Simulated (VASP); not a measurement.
Calculation: PBEsol GGA, VASP's PBE PAW potentials (set 64) (plane waves; VASP 6.6.1).

Input for VASP

**KPOINTS**
```
Automatic mesh
0
Gamma
8 8 8
0 0 0
```

### INCAR
```
LCHARG = F
EDIFF = 1E-6   # SCF stop (eV)
ALGO = Normal   # blocked Davidson
GGA = PS   # PBEsol
LWAVE = F
SYSTEM = ZnAu
SIGMA = 0.136
ENCUT = 300   # plane-wave cut-off (eV)
LMAXMIX = 6   # l cut-off of mixed one-centre charges
LASPH = T   # aspherical one-centre terms
PREC = Accurate
ISMEAR = 1
NELM = 100
LREAL = F
ISIF = 2   # forces and stress, cell fixed
```

### POSCAR
```
ZnAu
1.0
  3.1500500000   0.0000000000   0.0000000000
  0.0000000000   3.1500500000   0.0000000000
  0.0000000000   0.0000000000   3.1500500000
Zn Au
1 1
Cart
  1.5739161824   1.5265079299   1.5148968456
  0.0011088176   0.0485170701   0.0601281544
```

POTCAR, in this order: Zn Au (PBE.64 set). Program: vasp_std.

The resulting files:

File OSZICAR:
```
       N       E                     dE             d eps       ncg     rms          rms(c)
DAV:   1     0.877495734276E+02    0.87750E+02   -0.84882E+03  8233   0.132E+03
DAV:   2    -0.404346977883E+01   -0.91793E+02   -0.88965E+02  8185   0.260E+02
DAV:   3    -0.645905967902E+01   -0.24156E+01   -0.24082E+01  9438   0.516E+01
DAV:   4    -0.647189881515E+01   -0.12839E-01   -0.12838E-01  9046   0.321E+00
DAV:   5    -0.647203907544E+01   -0.14026E-03   -0.14026E-03  9571   0.349E-01    0.887E+00
DAV:   6    -0.595910502896E+01    0.51293E+00   -0.17910E+00  7961   0.161E+01    0.551E+00
DAV:   7    -0.592971190498E+01    0.29393E-01   -0.39217E-02 10863   0.416E+00    0.292E+00
DAV:   8    -0.591962953161E+01    0.10082E-01   -0.91081E-03  9465   0.106E+00    0.125E-01
DAV:   9    -0.591963491425E+01   -0.53826E-05   -0.38314E-04  8877   0.273E-01    0.611E-02
DAV:  10    -0.591963821688E+01   -0.33026E-05   -0.49325E-05 10008   0.962E-02    0.160E-02
DAV:  11    -0.591963838555E+01   -0.16867E-06   -0.89591E-06  8549   0.642E-02
   1 F= -.59196384E+01 E0= -.59200551E+01  d E =0.125023E-02
```

### OUTCAR
```
------------------------ aborting loop because EDIFF is reached ----------------------------------------
  FORCE on cell =-STRESS in cart. coord.  units (eV):
  Direction    XX          YY          ZZ          XY          YZ          ZX
  --------------------------------------------------------------------------------------
  Total       -0.2716510     -0.3512257     -0.3948963      0.0043640      0.2184271      0.0053266
  in kB      -13.9241754    -18.0029872    -20.2414332      0.2236869     11.1960469      0.2730289
  external PRESSURE =     -17.3895320 kB  Pullay stress =       0.0000000 kB
  volume of cell :       31.26
      direct lattice vectors                 reciprocal lattice vectors
     3.150050000  0.000000000  0.000000000     0.317455278  0.000000000  0.000000000
     0.000000000  3.150050000  0.000000000     0.000000000  0.317455278  0.000000000
     0.000000000  0.000000000  3.150050000     0.000000000  0.000000000  0.317455278
 POSITION                                       TOTAL-FORCE (eV/Angst)
 -----------------------------------------------------------------------------------
      1.57392      1.52651      1.51490         0.008416      0.357121      0.428970
      0.00111      0.04852      0.06013        -0.008416     -0.357121     -0.428970
 -----------------------------------------------------------------------------------
    total drift:                               -0.000451      0.000210      0.001145
  FREE ENERGIE OF THE ION-ELECTRON SYSTEM (eV)
  ---------------------------------------------------
  free  energy   TOTEN  =        -5.9196383856 eV

  energy  without entropy=       -5.9208886202  energy(sigma->0) =       -5.92005513
```
(Selected blocks of OUTCAR.)

OUTCAR:
```
 val. band max:        6.6101242938   @ k =   0.3750  -0.2500   0.5000

 cond. band min:       6.9341493249   @ k =  -0.1250   0.3750   0.3750


 Fermi energy:         6.6832591397

 k-point     1 :       0.0000    0.0000    0.0000
  band No.  band energies     occupation
      1      -3.7668      2.00000
      2      -1.2073      2.00000
      3      -1.1830      2.00000
      4      -0.5215      2.00000
      5      -0.4825      2.00000
      6      -0.4748      2.00000
      7       1.4543      2.00000
      8       1.4878      2.00000
      9       3.1464      2.00000
     10       3.1472      2.00000
     11       3.1677      2.00000
     12      11.8326      0.00000
     13      11.8789      0.00000
     14      11.9128      0.00000
     15      15.6095      0.00000

 k-point     2 :       0.1250    0.0000    0.0000
  band No.  band energies     occupation
      1      -3.4909      2.00000
      2      -1.1320      2.00000
      3      -1.1225      2.00000
      4      -0.5246      2.00000
      5      -0.4780      2.00000
      6      -0.4637      2.00000
      7       1.4121      2.00000
      8       1.5569      2.00000
      9       2.9608      2.00000
     10       2.9667      2.00000
     11       3.1318      2.00000
     12      10.0254      0.00000
     13      12.3922      0.00000
     14      12.4158      0.00000
     15      16.5217      0.00000

 k-point     3 :       0.0000    0.1250    0.0000
  band No.  band energies     occupation
      1      -3.4920      2.00000
      2      -1.1452      2.00000
      3      -1.1085      2.00000
      4      -0.5175      2.00000
      5      -0.4856      2.00000
      6      -0.4626      2.00000
      7       1.4284      2.00000
      8       1.5430      2.00000
      9       2.9564      2.00000
     10       2.9588      2.00000
     11       3.1379      2.00000
     12      10.0566      0.00000
     13      12.3450      0.00000
     14      12.4128      0.00000
     15      16.5527      0.00000
...
```

At this cut-off the stress carries a Pulay error, which pulls relaxed volumes low. Unless said otherwise, spin-orbit coupling is left out, though it shifts the bands of the heavy elements here.

The structure comes from a computed database's ZnAu entry; how it stands against other phases isn't given here. The cell was not relaxed at this level, atoms are displaced from their ideal sites. The electron count is odd and the run is not spin-polarised, which forces a metal.
